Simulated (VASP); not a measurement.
Output of a VASP run:

### OSZICAR
```
       N       E                     dE             d eps       ncg     rms           ort
DAV:   1     0.556324254880E+03    0.55632E+03   -0.18690E+04   432   0.263E+03
DAV:   2     0.150589564232E+03   -0.40573E+03   -0.40015E+03   432   0.650E+02
DAV:   3     0.169924011984E+02   -0.13360E+03   -0.13181E+03   432   0.303E+02
DAV:   4    -0.177696240205E+02   -0.34762E+02   -0.34310E+02   432   0.170E+02
DAV:   5    -0.248055336872E+02   -0.70359E+01   -0.70094E+01   432   0.694E+01
SDA:   6    -0.131941178019E+02    0.11611E+02   -0.21330E+02   432   0.533E+02   0.000E+00
DMP:   7    -0.198676930056E+02   -0.66736E+01   -0.21521E+01   432   0.138E+02  -0.221E+02
DMP:   8    -0.212048241804E+02   -0.13371E+01   -0.31236E+01   432   0.735E+01   0.120E+01
DMP:   9    -0.222680503639E+02   -0.10632E+01   -0.37436E+00   432   0.183E+01  -0.234E+01
DMP:  10    -0.224820060922E+02   -0.21396E+00   -0.43291E+00   432   0.102E+01   0.158E+00
DMP:  11    -0.226421032104E+02   -0.16010E+00   -0.63768E-01   432   0.275E+00  -0.302E+00
DMP:  12    -0.226791137919E+02   -0.37011E-01   -0.64475E-01   432   0.153E+00   0.206E-01
DMP:  13    -0.227047493099E+02   -0.25636E-01   -0.11026E-01   432   0.406E-01  -0.341E-01
DMP:  14    -0.227105757849E+02   -0.58265E-02   -0.81847E-02   432   0.200E-01   0.124E-02
DMP:  15    -0.227138396012E+02   -0.32638E-02   -0.20755E-02   432   0.683E-02  -0.429E-02
DMP:  16    -0.227149690054E+02   -0.11294E-02   -0.10181E-02   432   0.235E-02   0.513E-03
DMP:  17    -0.227152989513E+02   -0.32995E-03   -0.29271E-03   432   0.106E-02  -0.866E-03
DMP:  18    -0.227154869851E+02   -0.18803E-03   -0.16582E-03   432   0.348E-03   0.174E-03
DMP:  19    -0.227155496265E+02   -0.62641E-04   -0.38919E-04   432   0.146E-03  -0.126E-03
DMP:  20    -0.227155741993E+02   -0.24573E-04   -0.28880E-04   432   0.594E-04   0.334E-04
DMP:  21    -0.227155838815E+02   -0.96822E-05   -0.66196E-05   432   0.210E-04  -0.116E-04
DMP:  22    -0.227155882466E+02   -0.43651E-05   -0.50073E-05   432   0.103E-04   0.592E-05
DMP:  23    -0.227155915973E+02   -0.33507E-05   -0.17063E-05   432   0.402E-05   0.645E-06
DMP:  24    -0.227155928462E+02   -0.12488E-05   -0.85763E-06   432   0.165E-05   0.130E-05
DMP:  25    -0.227155931747E+02   -0.32854E-06   -0.48005E-06   432   0.961E-06   0.626E-06
   1 F= -.22715593E+02 E0= -.22715593E+02  d E =-.183493E-12
```

### OUTCAR
```
------------------------ aborting loop because EDIFF is reached ----------------------------------------
  FORCE on cell =-STRESS in cart. coord.  units (eV):
  Direction    XX          YY          ZZ          XY          YZ          ZX
  --------------------------------------------------------------------------------------
  Total       -0.4054682     -0.4054682     -0.3830066      0.0000000      0.0000000      0.0000000
  in kB       -8.7589954     -8.7589954     -8.2737759      0.0000000      0.0000000      0.0000000
  external PRESSURE =      -8.5972555 kB  Pullay stress =       0.0000000 kB
  volume of cell :       74.17
      direct lattice vectors                 reciprocal lattice vectors
     3.876000000  0.000000000  0.000000000     0.257997936  0.000000000  0.000000000
     0.000000000  3.876000000  0.000000000     0.000000000  0.257997936  0.000000000
     0.000000000  0.000000000  4.936800000     0.000000000  0.000000000  0.202560363
 POSITION                                       TOTAL-FORCE (eV/Angst)
 -----------------------------------------------------------------------------------
      1.93800      0.00000      3.76184         0.000000     -0.000000      0.317076
      0.00000      1.93800      1.17496        -0.000000      0.000000     -0.317076
      1.93800      1.93800      0.00000         0.000000     -0.000000      0.000000
      0.00000      0.00000      0.00000         0.000000      0.000000      0.000000
 -----------------------------------------------------------------------------------
    total drift:                                0.000000      0.000000     -0.000000
  FREE ENERGIE OF THE ION-ELECTRON SYSTEM (eV)
  ---------------------------------------------------
  free  energy   TOTEN  =       -22.7155931747 eV

  energy  without entropy=      -22.7155931747  energy(sigma->0) =      -22.71559317
```
(Selected blocks of OUTCAR.)

**POSCAR**
```
SnO
1
    3.8760000000     0.0000000000     0.0000000000
    0.0000000000     3.8760000000     0.0000000000
    0.0000000000     0.0000000000     4.9368000000
Sn O
2 2
Direct
  0.5000000000   0.0000000000   0.7620000000
  0.0000000000   0.5000000000   0.2380000000
  0.5000000000   0.5000000000   0.0000000000
  0.0000000000   0.0000000000   0.0000000000
```

Q: Reconstruct the remaining input files.

A: One answer among several that fit: the input of the run itself, PBE GGA, plane waves, VASP's PBE PAW potentials (set 64).

**INCAR**
```
SYSTEM  =  SnO
PREC  =  Accurate; ENCUT  =  520; LREAL  =  .FALSE.
LASPH  =  .TRUE.
EDIFF  =  1E-6; NELM  =  100; ALGO  =  Damped
LMAXMIX  =  4
ISMEAR  =  0; SIGMA  =  0.05
GGA  =  PE
ISIF  =  2
LWAVE  =  .FALSE.; LCHARG  =  .FALSE.
```

KPOINTS:
```
Automatic mesh
0
Gamma
5 5 4
0 0 0
```

POTCAR, in this order: Sn_d O (PBE.64 set). Program: vasp_std.

The compound is SnO in the litharge structure. The cell was not relaxed at this level. The run is one of a series of settings (ALGO = Damped against the base run), some of them coarse on purpose.
